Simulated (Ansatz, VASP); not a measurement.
## SnPt3 in VASP and in Ansatz

```
CELL_PARAMETERS angstrom
3.98038 0.00000 0.00000
0.00000 3.98038 0.00000
0.00000 0.00000 3.98038
ATOMIC_POSITIONS crystal
Sn 0.00000 0.00000 0.00000
Pt 0.00000 0.50000 0.50000
Pt 0.50000 0.00000 0.50000
Pt 0.50000 0.50000 0.00000
```

Alike in both runs: functional LDA; k mesh 10 × 10 × 10; occupations fermi-dirac, width 0.15 eV; no spin polarisation.

Ansatz relaxed the structure, and its values are those at the end. VASP's run is a single point on that final structure, the one shown.

|  | VASP | Ansatz |
| --- | --- | --- |
| version | VASP 6.6.1 | Ansatz 0.2.0 |
| potentials or method | VASP PAW LDA potentials, release 64 (Sn_d, Pt) | scalar-relativistic, plane waves, PAW |
| plane-wave cutoff (eV) | 520 | 420 |
| valence electrons in the cell | 44 | 68 |

VASP gave:

* gap on the k mesh at the Fermi level (eV): none
* pressure (GPa): 0.8

Task: Which values does Ansatz return?

Result: gap on the k mesh at the Fermi level (eV): none; pressure (GPa): 0.0.

A gap of «none» marks a metal or a gap that the smearing closes. The two sets of potentials don't hold the same shells in valence.

The runs have no spin-orbit coupling, so splittings on Pt are missing.
